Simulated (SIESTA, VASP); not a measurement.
An input for SIESTA (LDA PW92, numerical atomic orbitals TZP, PseudoDojo LDA standard norm-conserving potentials (rewritten from UPF to PSML)):

```
# files in the folder: Tl.psml F.psml (PseudoDojo LDA standard)
SystemName  TlF
SystemLabel siesta

NumberOfAtoms                4
NumberOfSpecies              2
%block ChemicalSpeciesLabel
  1 81 Tl
  2 9 F
%endblock ChemicalSpeciesLabel
LatticeConstant              1.0 Ang
%block LatticeVectors
     3.688930000    0.000000000    0.000000000
     0.000000000    3.688930000    0.000000000
     0.000000000    0.000000000    6.223580000
%endblock LatticeVectors
AtomicCoordinatesFormat      Ang
%block AtomicCoordinatesAndAtomicSpecies
     0.000000000    1.844465000    4.631401529  1
     1.844465000    0.000000000    1.592178471  1
     1.844465000    0.000000000    5.378604543  2
     0.000000000    1.844465000    0.844975457  2
%endblock AtomicCoordinatesAndAtomicSpecies

XC.functional                LDA
XC.authors                   PW92
PAO.BasisSize                TZP
PAO.EnergyShift              0.01 Ry
MeshCutoff                   350 Ry
%block kgrid.MonkhorstPack
    5   0   0  0.0
    0   5   0  0.0
    0   0   3  0.0
%endblock kgrid.MonkhorstPack
OccupationFunction           FD
ElectronicTemperature        10 K

MaxSCFIterations             150
SCF.Mixer.Method             Broyden
SCF.Mixer.Weight             0.25
SCF.Mixer.History            6
SCF.DM.Tolerance             1.0E-04
Diag.ParallelOverK           true
MD.TypeOfRun                 Broyden
MD.Steps                     40
MD.MaxForceTol               0.02 eV/Ang
MD.VariableCell              true
MD.MaxStressTol              0.05 GPa
WriteForces                  true
```

Question: Translate it to VASP.

Answer: One set of files that does it:

INCAR:
```
ALGO=Normal
EDIFF=1E-6
EDIFFG=-0.01
ENCUT=400
IBRION=2
ISIF=3
ISMEAR=0
LASPH=.True.
LCHARG=.False.
LMAXMIX=4
LREAL=.False.
LWAVE=.False.
NELM=100
NSW=50
PREC=Accurate
SIGMA=0.01
SYSTEM=TlF
```

### POSCAR
```
TlF
1
    3.6889300000     0.0000000000     0.0000000000
    0.0000000000     3.6889300000     0.0000000000
    0.0000000000     0.0000000000     6.2235800000
Tl F
2 2
Direct
  0.0000000000   0.5000000000   0.7441700000
  0.5000000000   0.0000000000   0.2558300000
  0.5000000000   0.0000000000   0.8642300000
  0.0000000000   0.5000000000   0.1357700000
```

### KPOINTS
```
Automatic mesh
0
Gamma
5 5 3
0 0 0
```

POTCAR, in this order: Tl_d F (LDA.64 set). Program: vasp_std.

The two runs describe the same crystal, functional and task. Each code takes its own potentials, basis and convergence tests.

Fixed occupations appear in VASP as a very narrow Gaussian smearing.

VASP's LDA is the Perdew-Zunger fit; the other code's may be Perdew-Wang, which differs slightly.

The structure comes from a computed database's TlF entry; how it stands against other phases isn't given here.
